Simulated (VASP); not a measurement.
Method: PBE GGA, VASP's PBE PAW potentials (set 64) (plane waves; VASP).

Input for VASP

**KPOINTS**
```
Regular mesh
0
Gamma
8 8 8
```

**POSCAR**
```
Ni3Al
3.64140
  1.0000000000   0.0000000000   0.0000000000
  0.0000000000   1.0000000000   0.0000000000
  0.0000000000   0.0000000000   1.0000000000
Al Ni
1 3
Cartesian
  0.0000000000   0.0000000000   0.0000000000
  0.0000000000   0.5000000000   0.5000000000
  0.5000000000   0.0000000000   0.5000000000
  0.5000000000   0.5000000000   0.0000000000
```

**INCAR**
```
ALGO = Normal
EDIFF = 1E-6
ENCUT = 400
GGA = PE
ISIF = 2
ISMEAR = 1
ISPIN = 2
LASPH = T
LCHARG = F
LMAXMIX = 4
LORBIT = 10
LREAL = F
LWAVE = F
MAGMOM = 0.0 3*0.5
NELM = 100
PREC = Accurate
SIGMA = 0.1
SYSTEM = Ni3Al
```

POTCAR, in this order: Al Ni (PBE.64 set). Program: vasp_std.

The run wrote:

File OUTCAR:
```
 ion  position               nearest neighbor table
   1  0.000  0.000  0.000-   2 2.57   3 2.57   4 2.57   2 2.57   3 2.57   2 2.57   4 2.57   2 2.57
                             3 2.57   4 2.57   3 2.57   4 2.57
   2  0.000  0.500  0.500-   1 2.57   3 2.57   4 2.57   1 2.57   4 2.57   1 2.57   3 2.57   1 2.57
                             3 2.57   4 2.57   4 2.57   3 2.57
   3  0.500  0.000  0.500-   1 2.57   2 2.57   4 2.57   1 2.57   4 2.57   2 2.57   4 2.57   4 2.57
                             1 2.57   2 2.57   1 2.57   2 2.57
   4  0.500  0.500  0.000-   1 2.57   2 2.57   3 2.57   2 2.57   3 2.57   1 2.57   3 2.57   3 2.57
                             1 2.57   2 2.57   2 2.57   1 2.57
  LATTYP: Found a simple cubic cell.
 ALAT       =     3.6414000000
 Subroutine PRICEL returns:
 Original cell was already a primitive cell.
 Subroutine GETGRP returns: Found 48 space group operations
The static configuration has the point symmetry O_h .
The dynamic configuration has the point symmetry O_h .
The overall configuration has the point symmetry O_h .
 Subroutine INISYM returns: Found 48 space group operations
 Subroutine IBZKPT returns following result:
 Found     35 irreducible k-points:

 Following reciprocal coordinates:
            Coordinates               Weight
  0.000000  0.000000  0.000000      1.000000
  0.125000  0.000000  0.000000      6.000000
  0.250000  0.000000  0.000000      6.000000
  0.375000  0.000000  0.000000      6.000000
  0.500000  0.000000  0.000000      3.000000
  0.125000  0.125000  0.000000     12.000000
  0.250000  0.125000  0.000000     24.000000
  0.375000  0.125000  0.000000     24.000000
  0.500000  0.125000  0.000000     12.000000
  0.250000  0.250000  0.000000     12.000000
  0.375000  0.250000  0.000000     24.000000
  0.500000  0.250000  0.000000     12.000000
  0.375000  0.375000  0.000000     12.000000
  0.500000  0.375000  0.000000     12.000000
  0.500000  0.500000  0.000000      3.000000
  0.125000  0.125000  0.125000      8.000000
  0.250000  0.125000  0.125000     24.000000
  0.375000  0.125000  0.125000     24.000000
  0.500000  0.125000  0.125000     12.000000
  0.250000  0.250000  0.125000     24.000000
  0.375000  0.250000  0.125000     48.000000
  0.500000  0.250000  0.125000     24.000000
  0.375000  0.375000  0.125000     24.000000
  0.500000  0.375000  0.125000     24.000000
  0.500000  0.500000  0.125000      6.000000
  0.250000  0.250000  0.250000      8.000000
  0.375000  0.250000  0.250000     24.000000
  0.500000  0.250000  0.250000     12.000000
  0.375000  0.375000  0.250000     24.000000
  0.500000  0.375000  0.250000     24.000000
  0.500000  0.500000  0.250000      6.000000
  0.375000  0.375000  0.375000      8.000000
  0.500000  0.375000  0.375000     12.000000
  0.500000  0.500000  0.375000      6.000000
  0.500000  0.500000  0.500000      1.000000
   k-points           NKPTS =     35   k-points in BZ     NKDIM =     35   number of bands    NBANDS=     21
   number of dos      NEDOS =    301   number of ions     NIONS =      4
   total plane-waves  NPLWV =  13824
   dimension x,y,z NGX =    24 NGY =   24 NGZ =   24
   dimension x,y,z NGXF=    48 NGYF=   48 NGZF=   48
   ions per type =               1   3
   PREC   = accura    normal or accurate (medium, high low for compatibility)
   ISTART =      0    job   : 0-new  1-cont  2-samecut
   ICHARG =      2    charge: 1-file 2-atom 10-const
   ISPIN  =      2    spin polarized calculation?
   LNONCOLLINEAR =      F non collinear calculations
   LSORBIT =      F    spin-orbit coupling
   INIWAV =      1    electr: 0-lowe 1-rand  2-diag
   ENCUT  =  400.0 eV  29.40 Ry    5.42 a.u.   5.94  5.94  5.94*2*pi/ulx,y,z
   NELM   =    100;   NELMIN=  2; NELMDL= -5     # of ELM steps
   EDIFF  = 0.1E-05   stopping-criterion for ELM
   LREAL  =      F    real-space projection
...
```

OSZICAR:
```
       N       E                     dE             d eps       ncg     rms          rms(c)
DAV:   1     0.168979144526E+03    0.16898E+03   -0.12356E+04  2956   0.161E+03
DAV:   2    -0.175323653211E+02   -0.18651E+03   -0.17898E+03  2945   0.325E+02
DAV:   3    -0.256818470140E+02   -0.81495E+01   -0.76128E+01  3330   0.930E+01
DAV:   4    -0.258246279358E+02   -0.14278E+00   -0.14219E+00  3339   0.111E+01
DAV:   5    -0.258296367539E+02   -0.50088E-02   -0.50081E-02  3537   0.194E+00    0.188E+01
DAV:   6    -0.276028948159E+02   -0.17733E+01   -0.69430E+01  3352   0.135E+02    0.229E+01
DAV:   7    -0.218133660143E+02    0.57895E+01   -0.21131E+01  3332   0.740E+01    0.218E+00
DAV:   8    -0.218266801804E+02   -0.13314E-01   -0.49338E-01  3079   0.562E+00    0.159E+00
DAV:   9    -0.218055089877E+02    0.21171E-01   -0.61411E-02  3719   0.342E+00    0.472E-01
DAV:  10    -0.218052719762E+02    0.23701E-03   -0.31891E-03  3296   0.680E-01    0.191E-01
DAV:  11    -0.218051837415E+02    0.88235E-04   -0.23078E-04  3803   0.204E-01    0.116E-01
DAV:  12    -0.218050742766E+02    0.10946E-03   -0.95033E-05  3590   0.107E-01    0.400E-02
DAV:  13    -0.218050733117E+02    0.96487E-06   -0.11869E-05  3197   0.404E-02    0.205E-02
DAV:  14    -0.218050721876E+02    0.11241E-05   -0.74436E-07  1810   0.129E-02    0.954E-03
DAV:  15    -0.218050714616E+02    0.72594E-06   -0.69861E-07  1680   0.999E-03
   1 F= -.21805071E+02 E0= -.21804791E+02  d E =-.842285E-03  mag=     0.7785
```

### OUTCAR
```
------------------------ aborting loop because EDIFF is reached ----------------------------------------
  FORCE on cell =-STRESS in cart. coord.  units (eV):
  Direction    XX          YY          ZZ          XY          YZ          ZX
  --------------------------------------------------------------------------------------
  Total       -3.0214942     -3.0214942     -3.0214942      0.0000000      0.0000000     -0.0000000
  in kB     -100.2598796   -100.2598796   -100.2598796      0.0000000      0.0000000     -0.0000000
  external PRESSURE =    -100.2598796 kB  Pullay stress =       0.0000000 kB
  volume of cell :       48.28
      direct lattice vectors                 reciprocal lattice vectors
     3.641400000  0.000000000  0.000000000     0.274619652  0.000000000  0.000000000
     0.000000000  3.641400000  0.000000000     0.000000000  0.274619652  0.000000000
     0.000000000  0.000000000  3.641400000     0.000000000  0.000000000  0.274619652
 POSITION                                       TOTAL-FORCE (eV/Angst)
 -----------------------------------------------------------------------------------
      0.00000      0.00000      0.00000         0.000000      0.000000      0.000000
      0.00000      1.82070      1.82070         0.000000      0.000000      0.000000
      1.82070      0.00000      1.82070         0.000000      0.000000      0.000000
      1.82070      1.82070      0.00000         0.000000      0.000000      0.000000
 -----------------------------------------------------------------------------------
    total drift:                                0.000000     -0.000000     -0.000000
  FREE ENERGIE OF THE ION-ELECTRON SYSTEM (eV)
  ---------------------------------------------------
  free  energy   TOTEN  =       -21.8050714616 eV

  energy  without entropy=      -21.8042291763  energy(sigma->0) =      -21.80479070

 total charge

# of ion       s       p       d       tot
------------------------------------------
    1        0.402   0.366   0.000   0.768
    2        0.465   0.459   8.349   9.273
    3        0.465   0.459   8.349   9.273
    4        0.465   0.459   8.349   9.273
--------------------------------------------------
tot          1.799   1.742  25.047  28.587

 magnetization (x)

# of ion       s       p       d       tot
------------------------------------------
    1       -0.000  -0.008   0.000  -0.009
    2       -0.003  -0.010   0.294   0.281
    3       -0.003  -0.010   0.294   0.281
    4       -0.003  -0.010   0.294   0.281
--------------------------------------------------
tot         -0.010  -0.038   0.882   0.834
```
(Selected blocks of OUTCAR.)

The compound is Ni3Al in the L1_2 structure. The cell was not relaxed at this level.
